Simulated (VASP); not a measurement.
All values below come from PBE GGA, VASP's PBE PAW potentials (set 64) (plane waves; VASP).

VASP input:

**KPOINTS**
```
Automatic mesh
0
Gamma
12 12 12
0 0 0
```

File POSCAR:
```
Mo
1.0
 -1.5750000000   1.5750000000   1.5750000000
  1.5750000000  -1.5750000000   1.5750000000
  1.5750000000   1.5750000000  -1.5750000000
Mo
1
direct
  0.0000000000   0.0000000000   0.0000000000
```

### INCAR
```
ALGO  =  Normal
EDIFF  =  1E-6
EDIFFG  =  -0.01
ENCUT  =  400
GGA  =  PE
IBRION  =  2
ISIF  =  3
ISMEAR  =  1
LASPH  =  .TRUE.
LCHARG  =  .FALSE.
LMAXMIX  =  4
LREAL  =  .FALSE.
LWAVE  =  .FALSE.
NELM  =  100
NSW  =  40
PREC  =  Accurate
SIGMA  =  0.1
SYSTEM  =  Mo
```

POTCAR, in this order: Mo_sv (PBE.64 set). Program: vasp_std.

Question: What will the output report for the number of irreducible k-points (NKPTS), number of bands (NBANDS), largest plane-wave count, number of space-group operations, FFT grid (NGX, NGY, NGZ)?

Answer: 
```json
{
 "number of irreducible k-points (NKPTS)": "72",
 "number of bands (NBANDS)": "11",
 "largest_plane_wave_count": "321",
 "number_of_space_group_operations": "48",
 "FFT grid (NGX, NGY, NGZ)": "18 × 18 × 18"
}
```

The compound is Mo in the bcc structure. This run relaxes it. Symmetry was kept, so distortions that lower it aren't found.
